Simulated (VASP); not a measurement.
Input:

```yaml
crystal:
  lattice:
    - [0.00000, 2.74000, 2.74000]
    - [2.74000, 0.00000, 2.74000]
    - [2.74000, 2.74000, 0.00000]
  atoms:
    - { symbol: Yb, position: [0.00000, 0.00000, 0.00000] }
```

All values below come from PBE GGA, VASP's PBE PAW potentials (set 64) (plane waves; VASP 6.6.1). Numerical set-up: 400 eV cut-off, 10×10×10 Γ-centred mesh, first-order Methfessel-Paxton smearing of 0.10 eV, potentials Yb_2.

The 4f electrons are frozen in the core of the lanthanide potential, so 4f levels, which can set the real gap, and their magnetism are missing.

Task: What does the run give for the energy per atom (σ→0), band gap (on the k-mesh) with the smallest direct gap where there is one?

Result: 
The band gap (on the k-mesh) is none (metal, semimetal or under 0.01 eV) and the energy per atom (σ→0) is -1.462 eV/atom.

Only differences to runs with the same potentials and settings are physical.

The compound is Yb in the fcc structure. The cell was not relaxed at this level.
